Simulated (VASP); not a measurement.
Here is the system:

```yaml
crystal:
  lattice:
    - [2.07998, -3.60263, 0.00000]
    - [2.07998, 3.60263, 0.00000]
    - [0.00000, 0.00000, 6.78721]
  atoms:
    - { symbol: Cd, position: [0.66667, 0.33333, 0.50009] }
    - { symbol: Cd, position: [0.33333, 0.66667, 0.00009] }
    - { symbol: Se, position: [0.66667, 0.33333, 0.87591] }
    - { symbol: Se, position: [0.33333, 0.66667, 0.37591] }
```

Level of theory: LDA (Ceperley-Alder, Perdew-Zunger), VASP's LDA PAW potentials (set 64) (plane waves; VASP). Run with 500 eV cut-off, 6×6×4 Γ-centred mesh, Gaussian smearing of 0.050 eV, potentials Cd Se.

What does the run give for the energy per atom (σ→0), pressure, band gap (on the k-mesh) with the smallest direct gap where there is one?

| Item | Value |
|---|---|
| band gap (on the k-mesh) | 0.64 eV |
| smallest direct gap (on the k-mesh) | 0.64 eV |
| energy per atom (σ→0) | -3.351 eV/atom |
| pressure | 4.99 GPa |

Total energies compare only between runs with the same potentials, cut-off and functional.

The compound is CdSe in the wurtzite structure. It was relaxed first under an external pressure of 5 GPa.
